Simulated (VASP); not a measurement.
All values below come from LDA (Ceperley-Alder, Perdew-Zunger), VASP's LDA PAW potentials (set 64) (plane waves; VASP).

VASP input:

**INCAR**
```
LWAVE  =  .False.
LMAXMIX  =  4   # l cut-off of mixed one-centre charges
PREC  =  Accurate
EDIFF  =  1E-7
LASPH  =  .True.
SYSTEM  =  InP
LORBIT  =  11
ENCUT  =  400
ISMEAR  =  0
ICHARG  =  11
ALGO  =  Normal
LCHARG  =  .False.
LREAL  =  .False.   # projection in real space or not
SIGMA  =  0.05   # width (eV)
NELM  =  100   # most electronic steps
```

KPOINTS:
```
k-points along high-symmetry lines
15
Line-mode
Reciprocal
  0.000000   0.000000   0.000000 ! GAMMA
 -0.500000  -0.500000   0.000000 ! X

 -0.500000  -0.500000   0.000000 ! X
 -0.375000  -0.375000   0.250000 ! U

 -0.375000  -0.000000   0.375000 ! K
  0.000000   0.000000   0.000000 ! GAMMA

  0.000000   0.000000   0.000000 ! GAMMA
 -0.000000  -0.000000   0.500000 ! L

 -0.000000  -0.000000   0.500000 ! L
 -0.500000  -0.250000   0.250000 ! W

 -0.500000  -0.250000   0.250000 ! W
 -0.500000  -0.500000   0.000000 ! X
```

File POSCAR:
```
InP
1
    0.0000000000     2.9138754653     2.9138754653
    2.9138754653     0.0000000000     2.9138754653
    2.9138754653     2.9138754653     0.0000000000
In P
1 1
Direct
  0.0000000000   0.0000000000   0.0000000000
  0.2500000000   0.2500000000   0.2500000000
```

POTCAR, in this order: In_d P (LDA.64 set). Program: vasp_std. Read from the step before: CHGCAR.

What VASP printed:

### OUTCAR
```
 ion  position               nearest neighbor table
   1  0.000  0.000  0.000-   2 2.52   2 2.52   2 2.52   2 2.52
   2  0.250  0.250  0.250-   1 2.52   1 2.52   1 2.52   1 2.52
  LATTYP: Found a face centered cubic cell.
 ALAT       =     5.8277509306
 Subroutine PRICEL returns:
 Original cell was already a primitive cell.
 Subroutine GETGRP returns: Found 24 space group operations
The static configuration has the point symmetry T_d .
The dynamic configuration has the point symmetry T_d .
 Subroutine INISYM returns: Found 24 space group operations
   k-points           NKPTS =     90   k-points in BZ     NKDIM =     90   number of bands    NBANDS=     13
   number of dos      NEDOS =    301   number of ions     NIONS =      2
   total plane-waves  NPLWV =  21952
   dimension x,y,z NGX =    28 NGY =   28 NGZ =   28
   dimension x,y,z NGXF=    56 NGYF=   56 NGZF=   56
   ions per type =               1   1
   PREC   = accura    normal or accurate (medium, high low for compatibility)
   ISTART =      0    job   : 0-new  1-cont  2-samecut
   ICHARG =     11    charge: 1-file 2-atom 10-const
   ISPIN  =      1    spin polarized calculation?
   LNONCOLLINEAR =      F non collinear calculations
   LSORBIT =      F    spin-orbit coupling
   INIWAV =      1    electr: 0-lowe 1-rand  2-diag
   ENCUT  =  400.0 eV  29.40 Ry    5.42 a.u.   6.72  6.72  6.72*2*pi/ulx,y,z
   NELM   =    100;   NELMIN=  2; NELMDL= -5     # of ELM steps
   EDIFF  = 0.1E-06   stopping-criterion for ELM
   LREAL  =      F    real-space projection
   NLSPLINE    = F    spline interpolate recip. space projectors
   LMAXMIX     =    4 max onsite mixed and CHGCAR
   VOSKOWN=      0    Vosko Wilk Nusair interpolation
   EDIFFG = 0.1E-05   stopping-criterion for IOM
   NSW    =      0    number of steps for IOM
   NBLOCK =      1;   KBLOCK =      1    inner block; outer block
   IBRION =     -1    ionic relax: 0-MD 1-quasi-New 2-CG
   NFREE  =      0    steps in history (QN), initial steepest desc. (CG)
   ISIF   =      2    stress and relaxation
   ISYM   =      2    0-nonsym 1-usesym 2-fastsym
   TEIN   =    0.0    initial temperature
   TEBEG  =    0.0;   TEEND  =   0.0 temperature during run
   SMASS  =  -3.00    Nose mass-parameter (am)
   PSTRESS=    0.0 pullay stress
   NELECT =      18.0000    total number of electrons
   EFERMI =   0.00;   METHOD = LEGACY
   ISMEAR =     0;   SIGMA  =   0.05  broadening in eV -4-tet -1-fermi 0-gaus
   IALGO  =     38    algorithm
   LDIAG  =      T    sub-space diagonalisation (order eigenvalues)
   IMIX   =      4    mixing-type and parameters
     AMIX     =   0.40;   BMIX     =  1.00
     AMIX_MAG =   1.60;   BMIX_MAG =  1.00
     AMIN     =   0.10
   GGA     = CA    functional components
   VOSKOWN =     0    Vosko Wilk Nusair interpolation
   LHFCALC =     F    Hartree Fock is set to
   LHFONE  =     F    Hartree Fock one center treatment
   AEXX    =    0.0000 exact exchange contribution
   IVDW    =     0    specifies the selected vdW correction
   LEPSILON=     F    determine dielectric tensor
   LRPA    =     F    only Hartree local field effects (RPA)
  energy-cutoff  :      400.00
  volume of cell :       49.48
      direct lattice vectors                 reciprocal lattice vectors
     0.000000000  2.913875465  2.913875465    -0.171592783  0.171592783  0.171592783
     2.913875465  0.000000000  2.913875465     0.171592783 -0.171592783  0.171592783
     2.913875465  2.913875465  0.000000000     0.171592783  0.171592783 -0.171592783
 k-point     1 :   0.0000 0.0000 0.0000  plane waves:     893
 k-point     2 :  -0.0357-0.0357 0.0000  plane waves:     901
 k-point     3 :  -0.0714-0.0714 0.0000  plane waves:     909
 k-point     4 :  -0.1071-0.1071 0.0000  plane waves:     901
 k-point     5 :  -0.1429-0.1429 0.0000  plane waves:     897
 k-point     6 :  -0.1786-0.1786 0.0000  plane waves:     897
 k-point     7 :  -0.2143-0.2143 0.0000  plane waves:     889
 k-point     8 :  -0.2500-0.2500 0.0000  plane waves:     902
 k-point     9 :  -0.2857-0.2857 0.0000  plane waves:     894
 k-point    10 :  -0.3214-0.3214 0.0000  plane waves:     894
...
```

File OSZICAR:
```
       N       E                     dE             d eps       ncg     rms          rms(c)
DAV:   1     0.103942732995E+03    0.10394E+03   -0.75648E+03  2360   0.130E+03
DAV:   2    -0.927195465473E+00   -0.10487E+03   -0.10187E+03  2500   0.308E+02
DAV:   3    -0.817666601684E+01   -0.72495E+01   -0.71063E+01  3010   0.857E+01
DAV:   4    -0.837790387980E+01   -0.20124E+00   -0.20112E+00  2872   0.156E+01
DAV:   5    -0.838693602150E+01   -0.90321E-02   -0.90319E-02  3421   0.284E+00
DAV:   6    -0.838711918247E+01   -0.18316E-03   -0.18316E-03  2984   0.369E-01
DAV:   7    -0.838712486699E+01   -0.56845E-05   -0.56845E-05  3501   0.655E-02
DAV:   8    -0.838712494473E+01   -0.77741E-07   -0.77749E-07  2911   0.758E-03
   1 F= -.83871249E+01 E0= -.83871249E+01  d E =-.400794E-17
```

OUTCAR:
```
 val. band max:        5.1990746464   @ k =   0.0000   0.0000   0.0000

 cond. band min:       5.8023185258   @ k =   0.0000   0.0000   0.0000



 k-point     1 :       0.0000    0.0000    0.0000
  band No.  band energies     occupation
      1      -9.0243      2.00000
      2      -9.0243      2.00000
      3      -9.0243      2.00000
      4      -8.8604      2.00000
      5      -8.8604      2.00000
      6      -6.4651      2.00000
      7       5.1991      2.00000
      8       5.1991      2.00000
      9       5.1991      2.00000
     10       5.8023      0.00000
     11       9.1618      0.00000
     12       9.1618      0.00000
     13       9.1618      0.00000

 k-point     2 :      -0.0357   -0.0357    0.0000
  band No.  band energies     occupation
      1      -9.0275      2.00000
      2      -9.0230      2.00000
      3      -9.0230      2.00000
      4      -8.8610      2.00000
      5      -8.8600      2.00000
      6      -6.4447      2.00000
      7       4.8838      2.00000
      8       5.1453      2.00000
      9       5.1453      2.00000
     10       6.1151      0.00000
     11       9.0914      0.00000
     12       9.2328      0.00000
     13       9.2328      0.00000

 k-point     3 :      -0.0714   -0.0714    0.0000
  band No.  band energies     occupation
      1      -9.0366      2.00000
      2      -9.0190      2.00000
      3      -9.0190      2.00000
      4      -8.8627      2.00000
      5      -8.8586      2.00000
      6      -6.3839      2.00000
      7       4.3839      2.00000
      8       4.9958      2.00000
      9       4.9958      2.00000
     10       6.6039      0.00000
     11       8.9014      0.00000
     12       9.4340      0.00000
     13       9.4340      0.00000

 k-point     4 :      -0.1071   -0.1071    0.0000
  band No.  band energies     occupation
      1      -9.0509      2.00000
      2      -9.0125      2.00000
      3      -9.0125      2.00000
      4      -8.8654      2.00000
...
```

The density is held fixed in this step, so its total energy and stress have no physical meaning. Unless said otherwise, spin-orbit coupling is left out, though it shifts the bands of the heavy elements here.

The compound is InP in the zinc blende structure. It was relaxed first.
